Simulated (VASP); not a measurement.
Input for VASP

KPOINTS:
```
Automatic mesh
0
Gamma
5 5 4
0 0 0
```

**INCAR**
```
SYSTEM = Se
PREC = Accurate
ENCUT = 400
EDIFF = 1E-6
NELM = 100
ALGO = Normal
LREAL = .FALSE.
LASPH = .TRUE.
ISMEAR = 2
SIGMA = 0.2
GGA = PE
LMAXMIX = 4
LWAVE = .FALSE.
LCHARG = .FALSE.
ISIF = 2
```

### POSCAR
```
Se
1
    2.1850000000    -3.7845310000     0.0000000000
    2.1850000000     3.7845310000     0.0000000000
    0.0000000000     0.0000000000     4.9500000000
Se
3
Direct
  0.0000000000   0.2250000000   0.6666670000
  0.7750000000   0.7750000000   0.0000000000
  0.2250000000   0.0000000000   0.3333330000
```

POTCAR, in this order: Se (PBE.64 set). Program: vasp_std.

Problem. One choice in this input is risky. Which, and does it do harm here?

Solution. The risk: Methfessel-Paxton smearing was used on a material with a gap. Here it does no harm: the run (PBE GGA, plane waves, VASP's PBE PAW potentials (set 64)) converges to the same energy and pressure as with the safe setting.
**OSZICAR**
```
       N       E                     dE             d eps       ncg     rms          rms(c)
DAV:   1     0.763296496574E+02    0.76330E+02   -0.62990E+03   442   0.928E+02
DAV:   2    -0.523816667800E+01   -0.81568E+02   -0.78153E+02   593   0.166E+02
DAV:   3    -0.104926617655E+02   -0.52545E+01   -0.52197E+01   517   0.484E+01
DAV:   4    -0.105438385441E+02   -0.51177E-01   -0.51122E-01   527   0.559E+00
DAV:   5    -0.105442809020E+02   -0.44236E-03   -0.44235E-03   547   0.509E-01    0.705E+00
DAV:   6    -0.104851795797E+02    0.59101E-01   -0.39291E-02   502   0.144E+00    0.437E+00
DAV:   7    -0.104657664487E+02    0.19413E-01   -0.77665E-02   487   0.201E+00    0.201E-01
DAV:   8    -0.104650905830E+02    0.67587E-03   -0.95447E-03   472   0.703E-01    0.105E-01
DAV:   9    -0.104652055503E+02   -0.11497E-03   -0.32935E-04   557   0.136E-01    0.323E-02
DAV:  10    -0.104652474019E+02   -0.41852E-04   -0.53818E-05   497   0.567E-02    0.735E-03
DAV:  11    -0.104652510956E+02   -0.36938E-05   -0.93502E-06   522   0.210E-02    0.384E-03
DAV:  12    -0.104652508691E+02    0.22649E-06   -0.18274E-06   326   0.101E-02
   1 F= -.10465251E+02 E0= -.10465381E+02  d E =0.519927E-03
```

The compound is Se in the trig structure. The cell was not relaxed at this level.
